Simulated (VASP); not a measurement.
**Na3BrO (Pm-3m): formation energy of the defect Br_i (6-fold void)**

How easily does the defect Br_i (6-fold void) form in Na3BrO (Pm-3m)? The host is relaxed first, then a supercell is run with and without the defect. The start is a computed cell from the Materials Project.

Calculated with VASP 6.6.1; PBEsol; plane waves and PAW (Na, Br, O), in the first sound run; inputs show where later runs differ.

## 1. The host crystal

Symmetry: Pm-3m, No. 221, cubic system. Conventional cell: a = 4.533 Å, b = 4.533 Å, c = 4.533 Å, α = 90.00°, β = 90.00°, γ = 90.00°. Nearest to Na lie 2 O at 2.27 Å and 8 Na at 3.21 Å and 4 Br at 3.21 Å. Nearest to Br lie 12 Na at 3.21 Å. O has 6 Na at 2.27 Å nearest. Farther neighbours and most contacts between anions are not listed.

Coordinates:

```xyz
5
Lattice="4.5331 0.0000 0.0000 0.0000 4.5331 0.0000 0.0000 0.0000 4.5331" Properties=species:S:1:pos:R:3 pbc="T T T"
Na    0.0000    2.2666    2.2666
Na    2.2666    0.0000    2.2666
Na    2.2666    2.2666    0.0000
Br    0.0000    0.0000    0.0000
O     2.2666    2.2666    2.2666
```

## 2. Relaxing the host crystal

The later steps need the crystal at this functional's own lattice; a raised cutoff keeps the stress reliable while the cell changes.

Input file INCAR:

```
SYSTEM = Na3BrO
PREC = Accurate
ENCUT = 520
EDIFF = 1E-06
NELM = 120
ISMEAR = 0
SIGMA = 0.05
LREAL = .FALSE.
ALGO = Normal
GGA = PS
NBANDS = 14
LORBIT = 11
LWAVE = .FALSE.
LCHARG = .FALSE.
KPAR = 4
IBRION = 2
NSW = 40
ISIF = 3
EDIFFG = -0.02
POTIM = 0.4
```

Input file POSCAR:

```
Na3BrO
1.0
    4.5331300000      0.0000000000      0.0000000000
    0.0000000000      4.5331300000      0.0000000000
    0.0000000000      0.0000000000      4.5331300000
Na Br O
3 1 1
Direct
    0.0000000000      0.5000000000      0.5000000000
    0.5000000000      0.0000000000      0.5000000000
    0.5000000000      0.5000000000      0.0000000000
    0.0000000000      0.0000000000      0.0000000000
    0.5000000000      0.5000000000      0.5000000000
```

Input file KPOINTS:

```
Automatic mesh
0
Gamma
4 4 4
0 0 0
```

The projector-augmented-wave data sets are Na, Br and O (PBE family, release 64).

Started as:

```sh
$ mpirun -np 4 vasp_std
```

Output:

```text
[banner, memory and clock lines left out]
running    4 mpi-ranks, on    1 nodes
 distrk:  each k-point on    1 cores,    4 groups
 distr:  one band on    1 cores,    1 groups

 POSCAR found type information on POSCAR NaBrO
 POSCAR found :  3 types and       5 ions
|                                                                             |
|               ----> ADVICE to this user running VASP <----                  |
|                                                                             |
|     You enforced a specific xc type in the INCAR file but a different       |
|     [... a line on the potential file left out ...]
|     I HOPE YOU KNOW WHAT YOU ARE DOING!                                     |
|                                                                             |

 LDA part: xc-table for (Slater+PW92), standard interpolation
 POSCAR, INCAR and KPOINTS ok, starting setup
 FFT: planning ... GRIDC
 FFT: planning ... GRID_SOFT
 FFT: planning ... GRID
 WAVECAR not read
 entering main loop
       N       E                     dE             d eps       ncg     rms          rms(c)
DAV:   1     0.980946515478E+02    0.98095E+02   -0.57351E+03   280   0.907E+02
DAV:   2    -0.863207572008E+01   -0.10673E+03   -0.97879E+02   432   0.183E+02
DAV:   3    -0.225386345192E+02   -0.13907E+02   -0.13759E+02   352   0.745E+01
DAV:   4    -0.228927891508E+02   -0.35415E+00   -0.35399E+00   316   0.136E+01
DAV:   5    -0.229006110533E+02   -0.78219E-02   -0.78217E-02   346   0.191E+00    0.100E+01
DAV:   6    -0.187732482564E+02    0.41274E+01   -0.16126E+01   322   0.239E+01    0.484E+00
DAV:   7    -0.185123184485E+02    0.26093E+00   -0.64707E-01   292   0.538E+00    0.229E+00
DAV:   8    -0.183507965642E+02    0.16152E+00   -0.27975E-01   310   0.481E+00    0.483E-01
DAV:   9    -0.183512000564E+02   -0.40349E-03   -0.81371E-03   298   0.703E-01    0.218E-01
DAV:  10    -0.183523017641E+02   -0.11017E-02   -0.21443E-03   316   0.350E-01    0.370E-02
DAV:  11    -0.183523114452E+02   -0.96811E-05   -0.59118E-05   364   0.518E-02    0.235E-02
DAV:  12    -0.183523198343E+02   -0.83891E-05   -0.24374E-05   310   0.362E-02    0.134E-02
DAV:  13    -0.183523174306E+02    0.24037E-05   -0.17185E-05   352   0.242E-02    0.316E-03
DAV:  14    -0.183523172334E+02    0.19722E-06   -0.54411E-07   182   0.537E-03
   1 F= -.18352317E+02 E0= -.18352317E+02  d E =-.183523E+02
 curvature:   0.00 expect dE= 0.000E+00 dE for cont linesearch  0.000E+00
 trial: gam= 0.00000 g(F)=  0.000E+00 g(S)=  0.227E-02 ort = 0.000E+00 (trialstep = 0.100E+01)
 search vector abs. value=  0.227E-02
 bond charge predicted
       N       E                     dE             d eps       ncg     rms          rms(c)
DAV:   1    -0.183605003576E+02   -0.81829E-02   -0.93080E-02   292   0.226E+00    0.551E-01
DAV:   2    -0.183551669099E+02    0.53334E-02   -0.33072E-02   328   0.113E+00    0.198E-01
DAV:   3    -0.183541257393E+02    0.10412E-02   -0.36003E-03   298   0.435E-01    0.625E-02
DAV:   4    -0.183540325668E+02    0.93173E-04   -0.38878E-04   292   0.125E-01    0.390E-02
DAV:   5    -0.183540282487E+02    0.43181E-05   -0.23129E-05   322   0.380E-02    0.148E-02
DAV:   6    -0.183540283068E+02   -0.58084E-07   -0.25093E-06   280   0.141E-02
   2 F= -.18354028E+02 E0= -.18354028E+02  d E =-.171107E-02
 trial-energy change:   -0.001711  1 .order   -0.001740   -0.002272   -0.001208
 step:   2.1352(harm=  2.1352)  dis= 0.00000  next Energy=   -18.354743 (dE=-0.243E-02)
 bond charge predicted
       N       E                     dE             d eps       ncg     rms          rms(c)
DAV:   1    -0.183630861258E+02   -0.90579E-02   -0.12095E-01   292   0.258E+00    0.628E-01
DAV:   2    -0.183561584040E+02    0.69277E-02   -0.42844E-02   322   0.129E+00    0.224E-01
DAV:   3    -0.183548232144E+02    0.13352E-02   -0.45984E-03   292   0.494E-01    0.708E-02
DAV:   4    -0.183547032817E+02    0.11993E-03   -0.50402E-04   280   0.143E-01    0.445E-02
DAV:   5    -0.183546974563E+02    0.58254E-05   -0.29765E-05   322   0.432E-02    0.173E-02
DAV:   6    -0.183546974055E+02    0.50764E-07   -0.32560E-06   286   0.161E-02
   3 F= -.18354697E+02 E0= -.18354697E+02  d E =-.238017E-02
 curvature:  -1.07 expect dE=-0.134E-07 dE for cont linesearch -0.134E-07
 trial: gam=-0.00234 g(F)=  0.557E-66 g(S)=  0.125E-07 ort = 0.534E-05 (trialstep = 0.123E+01)
 search vector abs. value=  0.100E-09
 reached required accuracy - stopping structural energy minimisation
```

Wall time 17 s (4 MPI ranks of AMD EPYC 7R43, shared host); peak memory 0.74 GiB.

The logs omit lines about the potential files and the build; timing stands in the text.

From OUTCAR (step 2):

```text
ion  position               nearest neighbor table
   1  0.000  0.500  0.500-   5 2.27   5 2.27   4 3.21   2 3.21   3 3.21   4 3.21   2 3.21   4 3.21
                             4 3.21   2 3.21   3 3.21   3 3.21   3 3.21   2 3.21
   2  0.500  0.000  0.500-   5 2.27   5 2.27   4 3.21   1 3.21   3 3.21   4 3.21   1 3.21   3 3.21
                             3 3.21   3 3.21   1 3.21   4 3.21   4 3.21   1 3.21
   3  0.500  0.500  0.000-   5 2.27   5 2.27   4 3.21   1 3.21   1 3.21   2 3.21   2 3.21   2 3.21
                             4 3.21   2 3.21   1 3.21   4 3.21   1 3.21   4 3.21
   4  0.000  0.000  0.000-   1 3.21   2 3.21   3 3.21   1 3.21   2 3.21   1 3.21   3 3.21   1 3.21
                             2 3.21   3 3.21   2 3.21   3 3.21
   5  0.500  0.500  0.500-   1 2.27   2 2.27   3 2.27   3 2.27   2 2.27   1 2.27

  LATTYP: Found a simple cubic cell.
 ALAT       =     4.5331300000

 Subroutine GETGRP returns: Found 48 space group operations
 (whereof 48 operations were pure point group operations)

The static configuration has the point symmetry O_h .

 Found     10 irreducible k-points:

   k-points           NKPTS =     10   k-points in BZ     NKDIM =     10   number of bands    NBANDS=     14

   dimension x,y,z NGX =    36 NGY =   36 NGZ =   36
   dimension x,y,z NGXF=    72 NGYF=   72 NGZF=   72

   ENCUT  =  520.0 eV  38.22 Ry    6.18 a.u.   8.43  8.43  8.43*2*pi/ulx,y,z

   NELECT =      16.0000    total number of electrons

 k-points in reciprocal lattice and weights: Automatic mesh
   0.00000000  0.00000000  0.00000000       0.016
   0.25000000  0.00000000  0.00000000       0.094
   0.50000000  0.00000000  0.00000000       0.047
   0.25000000  0.25000000  0.00000000       0.188
   0.50000000  0.25000000  0.00000000       0.188
   0.50000000  0.50000000  0.00000000       0.047
   0.25000000  0.25000000  0.25000000       0.125
   0.50000000  0.25000000  0.25000000       0.188
   0.50000000  0.50000000  0.25000000       0.094
   0.50000000  0.50000000  0.50000000       0.016

 average (electrostatic) potential at core
       1 -40.0053       2 -40.0053       3 -40.0053       4 -64.0900       5 -70.4165

 E-fermi :   1.6092

 k-point     1 :       0.0000    0.0000    0.0000
  band No.  band energies     occupation
    ...
      4      -1.4185      2.00000
      5      -1.4185      2.00000
      6       1.3541      2.00000
      7       1.3541      2.00000
      8       1.3541      2.00000
      9       3.3331      0.00000
     10       6.1997      0.00000
     11       6.1997      0.00000
     12      10.3867      0.00000
     13      10.3867      0.00000
    ...

 k-point     2 :       0.2500    0.0000    0.0000
  band No.  band energies     occupation
    ...
      4      -1.3535      2.00000
      5      -1.3535      2.00000
      6       0.8711      2.00000
      7       1.2654      2.00000
      8       1.2654      2.00000
      9       4.4382      0.00000
     10       6.4797      0.00000
     11       7.0325      0.00000
     12       9.6135      0.00000
     13       9.6135      0.00000
    ...

 k-point     3 :       0.5000    0.0000    0.0000
  band No.  band energies     occupation
    ...
      4      -1.2835      2.00000
      5      -1.2835      2.00000
      6       0.5477      2.00000
      7       1.1706      2.00000
      8       1.1706      2.00000
      9       5.6082      0.00000
     10       6.8306      0.00000
     11       7.3175      0.00000
     12       9.1755      0.00000
     13       9.1755      0.00000
    ...

  Total       -0.0007361     -0.0007361     -0.0007361      0.0000000      0.0000000     -0.0000000
  in kB       -0.0128591     -0.0128591     -0.0128591      0.0000000      0.0000000     -0.0000000
  external PRESSURE =      -0.0128591 kB  Pullay stress =       0.0000000 kB

  energy-cutoff  :      520.00
  volume of cell :       91.72
      direct lattice vectors                 reciprocal lattice vectors
     4.509726078 -0.000000000 -0.000000000     0.221742958  0.000000000 -0.000000000
    -0.000000000  4.509726078 -0.000000000     0.000000000  0.221742958  0.000000000
     0.000000000 -0.000000000  4.509726078     0.000000000  0.000000000  0.221742958

 POSITION                                       TOTAL-FORCE (eV/Angst)
 -----------------------------------------------------------------------------------
     -0.00000      2.25486      2.25486         0.000000      0.000000      0.000000
      2.25486     -0.00000      2.25486         0.000000      0.000000      0.000000
      2.25486      2.25486     -0.00000         0.000000      0.000000      0.000000
      0.00000      0.00000      0.00000         0.000000      0.000000      0.000000
      2.25486      2.25486      2.25486        -0.000000     -0.000000      0.000000
 -----------------------------------------------------------------------------------
    total drift:                                0.000000      0.000000      0.000000

  FREE ENERGIE OF THE ION-ELECTRON SYSTEM (eV)
  ---------------------------------------------------
  free  energy   TOTEN  =       -18.3546974055 eV

  energy  without entropy=      -18.3546974055  energy(sigma->0) =      -18.35469741

 reached required accuracy - stopping structural energy minimisation

 total charge
# of ion       s       p       d       tot
------------------------------------------
    1        0.072   0.055   0.000   0.127
    2        0.072   0.055   0.000   0.127
    3        0.072   0.055   0.000   0.127
    4        1.595   3.272   0.004   4.871
    5        1.541   3.398   0.000   4.939
--------------------------------------------------
tot          3.353   6.834   0.004  10.191

[... 3 further parts left out ...]
```

CONTCAR:

```
Na3BrO
   1.00000000000000
     4.5097260778540331   -0.0000000000000000   -0.0000000000000000
    -0.0000000000000000    4.5097260778540331   -0.0000000000000000
     0.0000000000000000   -0.0000000000000000    4.5097260778540331
  Na              Br              O
     3     1     1
Direct
     0.0000000000000000    0.5000000000000000    0.5000000000000000
     0.5000000000000000    0.0000000000000000    0.5000000000000000
     0.5000000000000000    0.5000000000000000    0.0000000000000000
     0.0000000000000000    0.0000000000000000    0.0000000000000000
     0.5000000000000000    0.5000000000000000    0.5000000000000000
```

The gap is read on the k-mesh alone, so it is an upper bound where the band edges lie off the mesh. The PAW data sets were made with PBE, which is usual practice but a small mismatch for other functionals. The data set Na keeps the semicore shell frozen, which is cheaper and a little less accurate. The run keeps the 48 symmetry operations of its start, so it cannot find a distortion of lower symmetry.

The steps of the relaxation:

```tsv
step	energy less that of the first step (eV)	largest force (eV/Å)	pressure (GPa)	volume (Å³)
1	0.0000	0.0000	-0.54	93.15
2	-0.0017	0.0000	-0.29	92.48
3	-0.0024	0.0000	0.00	91.72
```

```tsv
conventional cell, symmetrised	before	after	change
a (Å)	4.533	4.510	-0.5 %
b (Å)	4.533	4.510	-0.5 %
c (Å)	4.533	4.510	-0.5 %
volume (Å³/atom)	18.63	18.34	-1.5 %
```

The relaxed structure:

```cif
data_structure
_symmetry_space_group_name_H-M 'P 1'
_symmetry_Int_Tables_number 1
_cell_length_a 4.5097
_cell_length_b 4.5097
_cell_length_c 4.5097
_cell_angle_alpha 90.000
_cell_angle_beta 90.000
_cell_angle_gamma 90.000
_cell_volume 91.72
loop_
_atom_site_label
_atom_site_type_symbol
_atom_site_fract_x
_atom_site_fract_y
_atom_site_fract_z
_atom_site_occupancy
Na1 Na 0.00000 0.50000 0.50000 1
Na2 Na 0.50000 0.00000 0.50000 1
Na3 Na 0.50000 0.50000 0.00000 1
Br4 Br 0.00000 0.00000 0.00000 1
O5 O 0.50000 0.50000 0.50000 1
```

A gap read on the k-mesh alone can miss the band edges.

Numbers from this step:

* electronic cycles: 26
* electrons: 16
* free energy (TOTEN): -18.35 eV
* Fermi energy: 1.609 eV
* labelled metallic, from the levels on this mesh: no
* gap on the k-mesh: 1.979 eV
* least direct gap on the k-mesh: 1.979 eV

The run ended after 3 ionic steps, 0.002 eV below its first step, once forces and stress met EDIFFG = -0.02.

(Part 1 of 9 ends here.)

[Lines on the potential files, build, host, timing and source positions are cut from VASP's logs without a mark.]

[Logs are printed without paths, hosts, clocks, repeated set-up lines and the standing remarks that a program may print on its own settings, such as how far it seeks lower states.]

[Hosts, paths, dates, database ids (printed as entryN), source tags and the programs' standing remarks are cut or masked in the printed files.]

[In band tables of VASP the shares of atoms and orbitals are scaled to a sum of 1 inside the atoms' spheres.]

[Runs that stopped without an error message from VASP are left out.]
